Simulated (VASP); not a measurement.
An input for Ansatz (written as the equivalent of a VASP run, and not itself run):

Ansatz 0.2 input:
```yaml
crystal:
  lattice:
    - [2.9900000, 0.0000000, 0.0000000]
    - [0.0000000, 2.9900000, 0.0000000]
    - [0.0000000, 0.0000000, 2.9900000]
  atoms:
    - { symbol: Ti, position: [0.0000000, 0.0000000, 0.0000000] }
    - { symbol: Co, position: [0.5000000, 0.5000000, 0.5000000] }
kpoints:
  mp_grid: { grid: [15, 15, 15] }
hamiltonian:
  xc: lda
  pseudopotentials: { kind: paw }
scf:
  occupations: { method: fermi_dirac, width: 0.1 }
  max_iter: 100
output: { forces: true, stress: true, eigenvalues: true }
```

Question: Translate this input to VASP (INCAR, KPOINTS, POSCAR, choice of POTCAR).

Answer: This is not unique; one that fits is 
### POSCAR
```
TiCo
1
    2.9900000000     0.0000000000     0.0000000000
    0.0000000000     2.9900000000     0.0000000000
    0.0000000000     0.0000000000     2.9900000000
Ti Co
1 1
Direct
  0.0000000000   0.0000000000   0.0000000000
  0.5000000000   0.5000000000   0.5000000000
```

INCAR:
```
SYSTEM = TiCo
PREC = Accurate
ENCUT = 300
EDIFF = 1E-6
NELM = 100
ALGO = Normal
LREAL = .FALSE.
LASPH = .TRUE.
ISMEAR = -1
SIGMA = 0.1
LMAXMIX = 4
LWAVE = .FALSE.
LCHARG = .FALSE.
ISIF = 2
```

### KPOINTS
```
Regular mesh
0
G
15 15 15
```

POTCAR, in this order: Ti_sv Co (LDA.64 set). Program: vasp_std.

The two are equivalent in intent, not identical: each code has its own PAW files, so the cut-off isn't converted (ENCUT is set for VASP's; basis.ecutwfc is left out, and Ansatz then takes the one that its files recommend); Ansatz stops its SCF on the density residual and VASP on the energy change (EDIFF); Ansatz's lda is the Perdew-Wang form, while the LDA potentials of VASP carry Perdew-Zunger's.

The structure is a typed TiCo crystal (Pm-3m). The cell was not relaxed at this level.
